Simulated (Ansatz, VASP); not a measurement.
# Ru16N3 (Ru(0001)) in two plane-wave programs

Wanted: the spread between two codes on one cell, functional and k mesh. The structure shown is the end of the VASP relaxation below.

Method: plane waves, with VASP 6.6.1 beside it; single point at PBE, in Ansatz 0.2.0.

### Step 1. Starting point

The cell holds 19 atoms: 16 Ru and 3 N. Its edges and angles: a = 5.433 Å, b = 5.433 Å, c = 21.412 Å, α = 90.0°, β = 90.0°, γ = 60.0°. It derives from Ru. As first built, before any earlier steps moved the atoms (in the runner's words): 3 N over hcp sites of a 2 x 2 cell of Ru(0001). Vacuum lies along c.

### Step 2. VASP: relaxation, PBE

This run makes the geometry at which the two programs are then compared.

Lines of VASP's logs that name or quote its potential files are left out, and so is its time.

Contents of INCAR:

```
SYSTEM = Ru16N3
PREC = Normal
ENCUT = 440
EDIFF = 1E-05
NELM = 120
ISMEAR = 1
SIGMA = 0.15
LREAL = Auto
ALGO = Fast
GGA = PE
NBANDS = 90
LASPH = .TRUE.
LORBIT = 11
LWAVE = .FALSE.
LCHARG = .FALSE.
KPAR = 4
NCORE = 2
IBRION = 2
NSW = 45
ISIF = 2
EDIFFG = -0.03
POTIM = 0.4
MAXMIX = 40
IDIPOL = 3
LDIPOL = .TRUE.
DIPOL = 0.5 0.5 0.531
```

Contents of POSCAR:

```
Ru16N3
1.0
    5.4333338510      0.0000000000      0.0000000000
    2.7166669255      4.7054051422      0.0000000000
    0.0000000000      0.0000000000     21.4119355986
Ru N
16 3
Selective dynamics
Direct
    0.8333333300      0.3333333300      0.3502719300  F F F
    0.3333333300      0.3333333300      0.3502719300  F F F
    0.8333333300      0.8333333300      0.3502719300  F F F
    0.3333333300      0.8333333300      0.3502719300  F F F
    0.0000000000      0.0000000000      0.4500906400  F F F
    0.5000000000      0.0000000000      0.4500906400  F F F
    0.0000000000      0.5000000000      0.4500906400  F F F
    0.5000000000      0.5000000000      0.4500906400  F F F
    0.8333333300      0.3333333300      0.5497019300  T T T
    0.3333333300      0.3333333300      0.5497019300  T T T
    0.8333333300      0.8333333300      0.5497019300  T T T
    0.3333333300      0.8333333300      0.5497019300  T T T
    0.0000000000      0.0000000000      0.6463084400  T T T
    0.5000000000      0.0000000000      0.6463084400  T T T
    0.0000000000      0.5000000000      0.6463084400  T T T
    0.5000000000      0.5000000000      0.6463084400  T T T
    0.3333333300      0.3333333300      0.7000168000  T T T
    0.8333333300      0.3333333300      0.7000168000  T T T
    0.3333333300      0.8333333300      0.7000168000  T T T
```

Contents of KPOINTS:

```
Automatic mesh
0
Gamma
6 6 1
0 0 0
```

Potentials, in the order of the species: Ru and N (PBE family, release 64).

Run with:

```
mpirun -np 8 vasp_std
```

Numbers of over 12 decimals in the logs are rounded to 6 here.

What it wrote:

```text
[banner, memory and clock lines left out]
running    8 mpi-ranks, on    1 nodes
 distrk:  each k-point on    2 cores,    4 groups
 distr:  one band on    2 cores,    1 groups

 POSCAR found type information on POSCAR RuN
 POSCAR found :  2 types and      19 ions
 LDA part: xc-table for (Slater+PW92), standard interpolation
 POSCAR, INCAR and KPOINTS ok, starting setup
 FFT: planning ... GRIDC
 FFT: planning ... GRID_SOFT
 FFT: planning ... GRID
 WAVECAR not read
 entering main loop
       N       E                     dE             d eps       ncg     rms          rms(c)
DAV:   1     0.903981395538E+03    0.90398E+03   -0.58189E+04  1276   0.121E+03
DAV:   2    -0.821052026127E+02   -0.98609E+03   -0.91846E+03  1396   0.287E+02
DAV:   3    -0.176515540989E+03   -0.94410E+02   -0.90035E+02  2120   0.777E+01
DAV:   4    -0.181833787961E+03   -0.53182E+01   -0.51816E+01  1624   0.180E+01
DAV:   5    -0.182043140300E+03   -0.20935E+00   -0.20723E+00  1928   0.357E+00    0.628E+01
RMM:   6    -0.195285229524E+03   -0.13242E+02   -0.11796E+02  1430   0.283E+01    0.388E+01
RMM:   7    -0.442146136430E+03   -0.24686E+03   -0.32322E+02  1933   0.483E+01    0.776E+01
RMM:   8    -0.267721848390E+03    0.17442E+03   -0.10982E+02  1677   0.256E+01    0.574E+01
RMM:   9    -0.202260810445E+03    0.65461E+02   -0.52433E+01  1330   0.193E+01    0.416E+01
RMM:  10    -0.181057913178E+03    0.21203E+02   -0.70564E+01  1461   0.186E+01    0.294E+01
RMM:  11    -0.167775899436E+03    0.13282E+02   -0.17606E+01  1269   0.125E+01    0.135E+01
RMM:  12    -0.168122762690E+03   -0.34686E+00   -0.17772E+01  1663   0.840E+00    0.140E+01
RMM:  13    -0.166305989009E+03    0.18168E+01   -0.26242E+00  1722   0.316E+00    0.102E+01
RMM:  14    -0.166116977541E+03    0.18901E+00   -0.34123E-01  1700   0.110E+00    0.964E+00
[...]
RMM:  30    -0.164336575675E+03   -0.96696E-04   -0.27654E-04  1607   0.335E-02    0.499E-02
RMM:  31    -0.164336608067E+03   -0.32392E-04   -0.58853E-05  1088   0.181E-02    0.387E-02
RMM:  32    -0.164336667899E+03   -0.59833E-04   -0.32198E-05   889   0.137E-02    0.227E-02
RMM:  33    -0.164336725081E+03   -0.57182E-04   -0.11432E-05   756   0.867E-03    0.144E-02
RMM:  34    -0.164336760151E+03   -0.35070E-04   -0.16056E-05   762   0.952E-03    0.310E-03
RMM:  35    -0.164336773475E+03   -0.13323E-04   -0.54632E-06   697   0.602E-03    0.346E-03
RMM:  36    -0.164336785305E+03   -0.11831E-04   -0.23472E-06   600   0.410E-03    0.390E-03
RMM:  37    -0.164336788857E+03   -0.35517E-05   -0.75287E-07   519   0.296E-03
   1 F= -.16433679E+03 E0= -.16433281E+03  d E =-.164337E+03
[... from here on, the cycles between the ionic steps are left out ...]
   6 F= -.16463645E+03 E0= -.16463557E+03  d E =-.225640E-01
   7 F= -.16466073E+03 E0= -.16466020E+03  d E =-.468530E-01
   8 F= -.16466225E+03 E0= -.16466238E+03  d E =-.483643E-01
   9 F= -.16466974E+03 E0= -.16466957E+03  d E =-.558560E-01
  10 F= -.16468719E+03 E0= -.16468735E+03  d E =-.174496E-01
  11 F= -.16469580E+03 E0= -.16469636E+03  d E =-.260646E-01
  12 F= -.16469633E+03 E0= -.16469698E+03  d E =-.265902E-01
  13 F= -.16469875E+03 E0= -.16469948E+03  d E =-.242417E-02
  14 F= -.16469868E+03 E0= -.16469942E+03  d E =-.234991E-02
  15 F= -.16469867E+03 E0= -.16469941E+03  d E =-.234704E-02
 curvature:  -0.71 expect dE=-0.255E-03 dE for cont linesearch -0.760E-07
 trial: gam= 0.08174 g(F)=  0.359E-03 g(S)=  0.000E+00 ort =-0.264E-04 (trialstep = 0.106E+01)
 search vector abs. value=  0.398E-03
 bond charge predicted
       N       E                     dE             d eps       ncg     rms          rms(c)
DAV:   1    -0.164698964845E+03   -0.28962E-03   -0.57189E-02  1260   0.736E-01    0.432E-02
RMM:   2    -0.164699005997E+03   -0.41152E-04   -0.80805E-04  1266   0.106E-01    0.431E-02
RMM:   3    -0.164699019423E+03   -0.13426E-04   -0.20613E-04  1362   0.482E-02    0.263E-02
RMM:   4    -0.164699040765E+03   -0.21342E-04   -0.81351E-05  1165   0.246E-02    0.272E-02
RMM:   5    -0.164699040795E+03   -0.29733E-07   -0.11148E-05   738   0.100E-02
  16 F= -.16469904E+03 E0= -.16469978E+03  d E =-.365820E-03
 trial-energy change:   -0.000366  1 .order   -0.000331   -0.000380   -0.000283
 step:   4.1748(harm=  4.1748)  dis= 0.00814  next Energy=  -164.699420 (dE=-0.745E-03)
 reached required accuracy - stopping structural energy minimisation
```

From OUTCAR (step 2):

```text
ion  position               nearest neighbor table
   1  0.833  0.333  0.350-   5 2.65   8 2.65   7 2.65   3 2.72   3 2.72   4 2.72   4 2.72   2 2.72
                             2 2.72
   2  0.333  0.333  0.350-   6 2.65   7 2.65   8 2.65   4 2.72   3 2.72   4 2.72   3 2.72   1 2.72
                             1 2.72
   3  0.833  0.833  0.350-   7 2.65   6 2.65   5 2.65   1 2.72   1 2.72   2 2.72   2 2.72   4 2.72
                             4 2.72
   4  0.333  0.833  0.350-   8 2.65   5 2.65   6 2.65   2 2.72   1 2.72   2 2.72   1 2.72   3 2.72
                             3 2.72
   5  0.000  0.000  0.450-   9 2.65  12 2.65  11 2.65   1 2.65   4 2.65   3 2.65   7 2.72   7 2.72
                             8 2.72   8 2.72   6 2.72   6 2.72
   6  0.500  0.000  0.450-  10 2.65  11 2.65  12 2.65   2 2.65   3 2.65   4 2.65   8 2.72   7 2.72
                             8 2.72   7 2.72   5 2.72   5 2.72
   7  0.000  0.500  0.450-  11 2.65  10 2.65   9 2.65   3 2.65   2 2.65   1 2.65   5 2.72   5 2.72
                             6 2.72   6 2.72   8 2.72   8 2.72
   8  0.500  0.500  0.450-  12 2.65   9 2.65  10 2.65   4 2.65   1 2.65   2 2.65   6 2.72   5 2.72
                             6 2.72   5 2.72   7 2.72   7 2.72
   9  0.833  0.333  0.550-  13 2.60  16 2.60  15 2.60   5 2.65   8 2.65   7 2.65  11 2.72  11 2.72
                            12 2.72  12 2.72  10 2.72  10 2.72
  10  0.333  0.333  0.550-  14 2.60  15 2.60  16 2.60   6 2.65   7 2.65   8 2.65  12 2.72  11 2.72
                            12 2.72  11 2.72   9 2.72   9 2.72
  11  0.833  0.833  0.550-  15 2.60  14 2.60  13 2.60   7 2.65   6 2.65   5 2.65   9 2.72   9 2.72
                            10 2.72  10 2.72  12 2.72  12 2.72
  12  0.333  0.833  0.550-  16 2.60  13 2.60  14 2.60   8 2.65   5 2.65   6 2.65  10 2.72   9 2.72
                            10 2.72   9 2.72  11 2.72  11 2.72
  13  0.000  0.000  0.646-  18 1.94  19 1.94   9 2.60  12 2.60  11 2.60  15 2.72  15 2.72  16 2.72
                            16 2.72  14 2.72  14 2.72
  14  0.500  0.000  0.646-  17 1.94  19 1.94  10 2.60  11 2.60  12 2.60  16 2.72  15 2.72  16 2.72
                            15 2.72  13 2.72  13 2.72
  15  0.000  0.500  0.646-  17 1.94  18 1.94  11 2.60  10 2.60   9 2.60  13 2.72  13 2.72  14 2.72
                            14 2.72  16 2.72  16 2.72
  16  0.500  0.500  0.646-  19 1.94  18 1.94  17 1.94  12 2.60   9 2.60  10 2.60  14 2.72  13 2.72
                            14 2.72  13 2.72  15 2.72  15 2.72
  17  0.333  0.333  0.700-  14 1.94  15 1.94  16 1.94
  18  0.833  0.333  0.700-  13 1.94  16 1.94  15 1.94
  19  0.333  0.833  0.700-  16 1.94  13 1.94  14 1.94

  LATTYP: Found a hexagonal cell.
 ALAT       =     5.4333338510
 C/A-ratio  =     3.9408466672

 Subroutine GETGRP returns: Found  6 space group operations
 (whereof  2 operations were pure point group operations)

The static configuration has the point symmetry C_1h.
 The point group associated with its full space group is C_3v.

 Found      7 irreducible k-points:

   k-points           NKPTS =      7   k-points in BZ     NKDIM =      7   number of bands    NBANDS=     90

   dimension x,y,z NGX =    28 NGY =   28 NGZ =  112
   dimension x,y,z NGXF=    56 NGYF=   56 NGZF=  224

   ENCUT  =  440.0 eV  32.34 Ry    5.69 a.u.   9.29  9.29 36.62*2*pi/ulx,y,z

   NELECT =     143.0000    total number of electrons

 k-points in reciprocal lattice and weights: Automatic mesh
   0.00000000  0.00000000  0.00000000       0.028
   0.16666667  0.00000000  0.00000000       0.167
   0.33333333  0.00000000  0.00000000       0.167
   0.50000000 -0.00000000  0.00000000       0.083
   0.33333333  0.16666667  0.00000000       0.167
   0.50000000  0.16666667  0.00000000       0.333
  -0.33333333  0.33333333  0.00000000       0.056

 dipolmoment           0.000000      0.000000      0.210599 electrons x Angstroem

 average (electrostatic) potential at core
       1 -66.3610       2 -66.3610       3 -66.3509       4 -66.3610       5 -66.7932
       6 -66.7932       7 -66.7932       8 -66.8417       9 -66.7576      10 -66.7576
      11 -66.5904      12 -66.7576      13 -67.0026      14 -67.0026      15 -67.0026
      16 -67.2710      17 -67.4574      18 -67.4574      19 -67.4574

 E-fermi :   1.9993

 k-point     1 :       0.0000    0.0000    0.0000
  band No.  band energies     occupation
    ...
     61       1.3951      2.00000
     62       1.3951      2.00000
     63       1.4542      2.00000
     64       1.4542      2.00000
     65       1.6683      2.00774
     66       2.1895     -0.07037
     67       2.1895     -0.07037
     68       2.5208     -0.00001
     69       2.5208     -0.00001
     70       2.5239     -0.00001
    ...

 k-point     2 :       0.1667    0.0000    0.0000
  band No.  band energies     occupation
    ...
     63       1.3108      2.00000
     64       1.3763      2.00000
     65       1.4317      2.00000
     66       1.8306      2.06740
     67       2.0403      0.55617
     68       2.0616      0.36009
     69       2.1552     -0.05743
     70       2.1566     -0.05888
     71       2.3920     -0.00134
     72       2.4075     -0.00082
    ...

 k-point     3 :       0.3333    0.0000    0.0000
  band No.  band energies     occupation
    ...
     68       1.3308      2.00000
     69       1.6367      2.00332
     70       1.6886      2.01260
     71       1.9085      1.84493
     72       1.9158      1.79956
     73       2.1796     -0.07075
     74       2.2047     -0.06565
     75       2.2547     -0.03687
     76       2.2563     -0.03592
     77       2.3064     -0.01370
    ...

  Total       -4.5222716     -4.5222716     -7.7596274      0.0000000      0.0000000      0.0000000
  in kB      -13.2357294    -13.2357294    -22.7107829      0.0000000      0.0000000      0.0000000
  external PRESSURE =     -16.3940806 kB  Pullay stress =       0.0000000 kB

  energy-cutoff  :      440.00
  volume of cell :      547.42
      direct lattice vectors                 reciprocal lattice vectors
     5.433333851  0.000000000  0.000000000     0.184049062 -0.106260776  0.000000000
     2.716666926  4.705405142  0.000000000     0.000000000  0.212521551  0.000000000
     0.000000000  0.000000000 21.411935599     0.000000000  0.000000000  0.046702924

 POSITION                                       TOTAL-FORCE (eV/Angst)
 -----------------------------------------------------------------------------------
      5.43333      1.56847      7.50000         0.031265     -0.018051      0.880929
      2.71667      1.56847      7.50000        -0.031265     -0.018051      0.880929
      6.79167      3.92117      7.50000        -0.000000      0.000000      0.906700
      4.07500      3.92117      7.50000        -0.000000      0.036102      0.880929
      0.00000      0.00000      9.63731        -0.142488     -0.082266     -1.080508
      2.71667      0.00000      9.63731         0.142488     -0.082266     -1.080508
      1.35833      2.35270      9.63731        -0.000000      0.164532     -1.080508
      4.07500      2.35270      9.63731        -0.000000      0.000000     -0.317706
      5.44905      1.55940     11.76401        -0.023050      0.013308      0.001783
      2.70095      1.55940     11.76401         0.023050      0.013308      0.001783
      6.79167      3.92117     11.81742        -0.000000      0.000000     -0.020977
      4.07500      3.93932     11.76401        -0.000000     -0.026615      0.001783
      8.13142      4.69468     14.00285         0.009307      0.005374     -0.013223
      5.45191      4.69468     14.00285        -0.009307      0.005374     -0.013223
      6.79167      2.37415     14.00285        -0.000000     -0.010747     -0.013223
      4.07500      2.35270     13.92822        -0.000000      0.000000      0.015074
      2.71062      1.56498     15.12534        -0.014802     -0.008546      0.016655
      5.43938      1.56498     15.12534         0.014802     -0.008546      0.016655
      4.07500      3.92816     15.12534        -0.000000      0.017092      0.016655
 -----------------------------------------------------------------------------------
    total drift:                                0.000393      0.000227      0.111948

  FREE ENERGIE OF THE ION-ELECTRON SYSTEM (eV)
  ---------------------------------------------------
  free  energy   TOTEN  =      -164.6990407946 eV

  energy  without entropy=     -164.7012603782  energy(sigma->0) =     -164.69978066

 reached required accuracy - stopping structural energy minimisation

 vacuum level on the upper side and lower side of the slab         8.161         6.645

 total charge
# of ion       s       p       d       tot
------------------------------------------
    1        0.596   0.573   6.510   7.679
    2        0.596   0.573   6.510   7.679
    3        0.596   0.569   6.515   7.681
    4        0.596   0.573   6.510   7.679
    5        0.627   0.803   6.564   7.995
    6        0.627   0.803   6.564   7.995
    7        0.627   0.803   6.564   7.995
    8        0.627   0.807   6.556   7.990
    9        0.623   0.794   6.561   7.979
   10        0.623   0.794   6.561   7.979
   11        0.626   0.780   6.590   7.996
   12        0.623   0.794   6.561   7.979
   13        0.635   0.922   6.720   8.276
   14        0.635   0.922   6.720   8.276
   15        0.635   0.922   6.720   8.276
   16        0.643   1.064   6.759   8.466
   17        1.330   2.257   0.000   3.586
   18        1.330   2.257   0.000   3.586
   19        1.330   2.257   0.000   3.586
--------------------------------------------------
tot         13.925  19.266 105.486 138.677

[... 3 further parts left out ...]
```

This run has no spin polarisation, so a moment on Ru, if there is one, isn't seen. Its electron count is odd, so without a moment it is a metal by construction. The run keeps the 6 symmetry operations of its start, so it cannot find a distortion of lower symmetry.

[end of part 1 of 2]

[Lines on the potential files, build, host, timing and source positions are cut from VASP's logs without a mark.]

[Logs are printed without paths, hosts, clocks, repeated set-up lines and the standing remarks that a program may print on its own settings, such as how far it seeks lower states.]

[Hosts, paths, dates, database ids (printed as entryN), source tags and the programs' standing remarks are cut or masked in the printed files.]
